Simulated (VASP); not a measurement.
The input files of a VASP run:

### KPOINTS
```
Regular mesh
0
Gamma
 11 11 11
```

INCAR:
```
SYSTEM = HgS
PREC = Accurate; ENCUT = 500; LREAL = F
LASPH = T
EDIFF = 1E-6; NELM = 100; ALGO = Normal
LMAXMIX = 6
ISMEAR = 1; SIGMA = 0.1
GGA = PS
IBRION = 2; NSW = 40; ISIF = 3
EDIFFG = -0.02; PSTRESS = 300
LWAVE = F; LCHARG = F
```

**POSCAR**
```
HgS
1
    0.0000000000     2.7525903327     2.7525903327
    2.7525903327     0.0000000000     2.7525903327
    2.7525903327     2.7525903327     0.0000000000
Hg S
1 1
Direct
  0.0000000000   0.0000000000   0.0000000000
  0.2500000000   0.2500000000   0.2500000000
```

POTCAR, in this order: Hg S (PBE.64 set). Program: vasp_std.

Q: Write an equivalent input for Quantum ESPRESSO's pw.x.

A: One equivalent input (not run):
```
&CONTROL
  calculation = 'vc-relax'
  pseudo_dir = './pseudo'
  outdir = './out'
  tprnfor = .true.
  tstress = .true.
  nstep = 40
  forc_conv_thr = 0.00078
/
&SYSTEM
  ibrav = 0
  nat = 2
  ntyp = 2
  ecutwfc = 66
  occupations = 'smearing'
  smearing = 'methfessel-paxton'
  degauss = 0.00735
  input_dft = 'pbesol'
/
&ELECTRONS
  conv_thr = 7.3e-08
  electron_maxstep = 100
/
&IONS
/
&CELL
  press = 300
/
ATOMIC_SPECIES
  Hg 200.592 Hg.upf
  S 32.060 S.upf
CELL_PARAMETERS angstrom
     0.0000000    2.7525903    2.7525903
     2.7525903    0.0000000    2.7525903
     2.7525903    2.7525903    0.0000000
ATOMIC_POSITIONS crystal
  Hg   0.0000000  0.0000000  0.0000000
  S    0.2500000  0.2500000  0.2500000
K_POINTS automatic
  11 11 11 0 0 0
```
The two are equivalent in intent, not identical: the potentials are each code's own (VASP's PAW set, PseudoDojo norm-conserving files in pw.x), so ENCUT and ecutwfc are chosen apart and not converted; conv_thr bounds pw.x's estimated SCF error, while EDIFF bounds the energy change between steps; forc_conv_thr acts on force components and is met together with etot_conv_thr.

The structure was generated: HgS was put into the zinc blende type (F-43m), which need not be its known phase. This run relaxes it under an external pressure of 30 GPa. Symmetry was kept, so distortions that lower it aren't found.
